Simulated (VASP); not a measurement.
OSZICAR of a VASP run on Ga26As27:

### OSZICAR
```
       N       E                     dE             d eps       ncg     rms          rms(c)
DAV:   1     0.124605863575E+04    0.12461E+04   -0.76696E+04   268   0.111E+03
DAV:   2    -0.682456811395E+02   -0.13143E+04   -0.12541E+04   362   0.199E+02
DAV:   3    -0.206633624367E+03   -0.13839E+03   -0.13616E+03   312   0.689E+01
DAV:   4    -0.210791482820E+03   -0.41579E+01   -0.41233E+01   352   0.124E+01
DAV:   5    -0.210854471512E+03   -0.62989E-01   -0.62685E-01   336   0.161E+00    0.189E+01
RMM:   6    -0.206761251791E+03    0.40932E+01   -0.63641E+00   268   0.383E+00    0.111E+01
RMM:   7    -0.206449773824E+03    0.31148E+00   -0.83514E+00   271   0.421E+00    0.417E+00
RMM:   8    -0.206164727110E+03    0.28505E+00   -0.99505E-01   272   0.184E+00    0.238E+00
RMM:   9    -0.206130344213E+03    0.34383E-01   -0.51668E-01   268   0.116E+00    0.161E+00
RMM:  10    -0.206112929436E+03    0.17415E-01   -0.18361E-01   272   0.675E-01    0.104E+00
RMM:  11    -0.206085188294E+03    0.27741E-01   -0.26784E-02   269   0.316E-01    0.431E-01
RMM:  12    -0.206084834931E+03    0.35336E-03   -0.68010E-03   284   0.125E-01    0.306E-01
RMM:  13    -0.206087938353E+03   -0.31034E-02   -0.18228E-02   276   0.197E-01    0.165E-01
RMM:  14    -0.206088748728E+03   -0.81037E-03   -0.21875E-03   277   0.918E-02    0.140E-01
RMM:  15    -0.206088399983E+03    0.34874E-03   -0.15285E-03   269   0.695E-02    0.691E-02
RMM:  16    -0.206088396696E+03    0.32869E-05   -0.42053E-04   284   0.310E-02    0.258E-02
RMM:  17    -0.206088402762E+03   -0.60659E-05   -0.10965E-04   265   0.170E-02    0.971E-03
RMM:  18    -0.206088406066E+03   -0.33041E-05   -0.25649E-05   171   0.884E-03
   1 F= -.20608841E+03 E0= -.20604548E+03  d E =-.206088E+03
       N       E                     dE             d eps       ncg     rms          rms(c)
DAV:   1    -0.206144631214E+03   -0.56228E-01   -0.15272E+00   296   0.230E+00    0.481E-01
RMM:   2    -0.206155096801E+03   -0.10466E-01   -0.10763E-01   269   0.591E-01    0.333E-01
RMM:   3    -0.206154757694E+03    0.33911E-03   -0.16947E-02   280   0.235E-01    0.160E-01
RMM:   4    -0.206154438782E+03    0.31891E-03   -0.30932E-03   286   0.989E-02    0.748E-02
RMM:   5    -0.206154448169E+03   -0.93872E-05   -0.10018E-03   272   0.545E-02    0.719E-02
RMM:   6    -0.206154386751E+03    0.61418E-04   -0.37895E-04   273   0.316E-02    0.195E-02
RMM:   7    -0.206154389787E+03   -0.30367E-05   -0.78709E-05   238   0.150E-02
   2 F= -.20615439E+03 E0= -.20611121E+03  d E =-.659837E-01
       N       E                     dE             d eps       ncg     rms          rms(c)
DAV:   1    -0.206164439081E+03   -0.10052E-01   -0.54112E-01   304   0.137E+00    0.288E-01
RMM:   2    -0.206168131712E+03   -0.36926E-02   -0.38177E-02   269   0.355E-01    0.195E-01
RMM:   3    -0.206168061243E+03    0.70469E-04   -0.60012E-03   282   0.140E-01    0.982E-02
RMM:   4    -0.206167938457E+03    0.12279E-03   -0.10715E-03   283   0.588E-02    0.450E-02
RMM:   5    -0.206167930515E+03    0.79420E-05   -0.42828E-04   269   0.354E-02    0.301E-02
RMM:   6    -0.206167926608E+03    0.39069E-05   -0.11114E-04   256   0.175E-02    0.133E-02
RMM:   7    -0.206167925989E+03    0.61923E-06   -0.21297E-05   175   0.786E-03
   3 F= -.20616793E+03 E0= -.20612461E+03  d E =-.795199E-01
       N       E                     dE             d eps       ncg     rms          rms(c)
DAV:   1    -0.206168128972E+03   -0.20236E-03   -0.15913E-02   312   0.236E-01    0.495E-02
RMM:   2    -0.206168239870E+03   -0.11090E-03   -0.11481E-03   269   0.618E-02    0.333E-02
RMM:   3    -0.206168238999E+03    0.87070E-06   -0.18022E-04   254   0.244E-02    0.179E-02
RMM:   4    -0.206168234939E+03    0.40597E-05   -0.32104E-05   189   0.102E-02
   4 F= -.20616823E+03 E0= -.20612488E+03  d E =-.798289E-01
       N       E                     dE             d eps       ncg     rms          rms(c)
DAV:   1    -0.206174588549E+03   -0.63496E-02   -0.11985E-01   296   0.693E-01    0.154E-01
RMM:   2    -0.206175325440E+03   -0.73689E-03   -0.75097E-03   268   0.172E-01    0.129E-01
RMM:   3    -0.206175093431E+03    0.23201E-03   -0.12963E-03   278   0.716E-02    0.549E-02
RMM:   4    -0.206175065574E+03    0.27858E-04   -0.25053E-04   283   0.301E-02    0.310E-02
RMM:   5    -0.206175057184E+03    0.83893E-05   -0.63074E-05   231   0.154E-02
   5 F= -.20617506E+03 E0= -.20613194E+03  d E =-.682225E-02
       N       E                     dE             d eps       ncg     rms          rms(c)
DAV:   1    -0.206177453400E+03   -0.23878E-02   -0.43887E-01   304   0.133E+00    0.293E-01
RMM:   2    -0.206180109466E+03   -0.26561E-02   -0.27723E-02   269   0.330E-01    0.246E-01
RMM:   3    -0.206179326345E+03    0.78312E-03   -0.47939E-03   278   0.138E-01    0.106E-01
RMM:   4    -0.206179221533E+03    0.10481E-03   -0.92017E-04   284   0.579E-02    0.568E-02
RMM:   5    -0.206179198131E+03    0.23403E-04   -0.23401E-04   273   0.298E-02    0.334E-02
RMM:   6    -0.206179195693E+03    0.24376E-05   -0.13218E-04   269   0.213E-02    0.129E-02
RMM:   7    -0.206179196279E+03   -0.58639E-06   -0.24756E-05   175   0.920E-03
   6 F= -.20617920E+03 E0= -.20613667E+03  d E =-.109613E-01
       N       E                     dE             d eps       ncg     rms          rms(c)
DAV:   1    -0.206179338070E+03   -0.14238E-03   -0.12331E-02   296   0.222E-01    0.487E-02
RMM:   2    -0.206179406685E+03   -0.68615E-04   -0.73275E-04   268   0.537E-02    0.415E-02
RMM:   3    -0.206179381195E+03    0.25490E-04   -0.12089E-04   260   0.222E-02    0.169E-02
RMM:   4    -0.206179378197E+03    0.29984E-05   -0.23234E-05   179   0.937E-03
   7 F= -.20617938E+03 E0= -.20613674E+03  d E =-.111433E-01
       N       E                     dE             d eps       ncg     rms          rms(c)
DAV:   1    -0.206181996925E+03   -0.26157E-02   -0.15346E-01   280   0.731E-01    0.108E-01
RMM:   2    -0.206182669578E+03   -0.67265E-03   -0.79945E-03   268   0.164E-01    0.470E-02
RMM:   3    -0.206182800958E+03   -0.13138E-03   -0.14432E-03   289   0.682E-02    0.475E-02
RMM:   4    -0.206182789319E+03    0.11640E-04   -0.20680E-04   264   0.266E-02    0.292E-02
RMM:   5    -0.206182782707E+03    0.66117E-05   -0.52859E-05   198   0.133E-02
   8 F= -.20618278E+03 E0= -.20614054E+03  d E =-.340451E-02
       N       E                     dE             d eps       ncg     rms          rms(c)
DAV:   1    -0.206183199945E+03   -0.41063E-03   -0.15491E-01   296   0.737E-01    0.108E-01
RMM:   2    -0.206183872116E+03   -0.67217E-03   -0.79972E-03   268   0.164E-01    0.485E-02
RMM:   3    -0.206184018670E+03   -0.14655E-03   -0.14919E-03   290   0.691E-02    0.496E-02
RMM:   4    -0.206184007810E+03    0.10860E-04   -0.21644E-04   268   0.270E-02    0.304E-02
RMM:   5    -0.206184001393E+03    0.64178E-05   -0.56958E-05   202   0.139E-02
   9 F= -.20618400E+03 E0= -.20614216E+03  d E =-.462320E-02
       N       E                     dE             d eps       ncg     rms          rms(c)
DAV:   1    -0.206185097531E+03   -0.10897E-02   -0.20280E-01   280   0.816E-01    0.119E-01
RMM:   2    -0.206186127924E+03   -0.10304E-02   -0.11452E-02   268   0.191E-01    0.482E-02
RMM:   3    -0.206186356894E+03   -0.22897E-03   -0.20922E-03   288   0.789E-02    0.511E-02
RMM:   4    -0.206186344021E+03    0.12874E-04   -0.29488E-04   283   0.310E-02    0.313E-02
RMM:   5    -0.206186321324E+03    0.22696E-04   -0.12589E-04   254   0.200E-02    0.107E-02
RMM:   6    -0.206186323402E+03   -0.20777E-05   -0.32895E-05   191   0.102E-02
  10 F= -.20618632E+03 E0= -.20614475E+03  d E =-.232201E-02
```

### Question
Which electronic solver shows in the log?

### Answer
It is blocked Davidson (ALGO = Normal, or the opening steps of other solvers) and then RMM-DIIS (ALGO = Fast or VeryFast). The INCAR had ALGO = Fast.

### Question
Can the final energy be trusted as converged?

### Answer
The run converged. It stopped with EDIFF = 1E-5, NELM = 100, NSW = 60 and EDIFFG = -0.03 after 10 ionic steps (PBE GGA, plane waves, VASP's PBE PAW potentials (set 64)). The cell is charged, with a uniform compensating background. The supercell is sampled at Γ alone, which is coarse: total energies, pressure and levels can be off, energies of defects by several tenths of an eV.

The cell is a supercell with a defect, built from a database entry that may be metastable or hypothetical: vac_Ga, charge +1. The run is not spin-polarised, so no state with unpaired spins was tried.
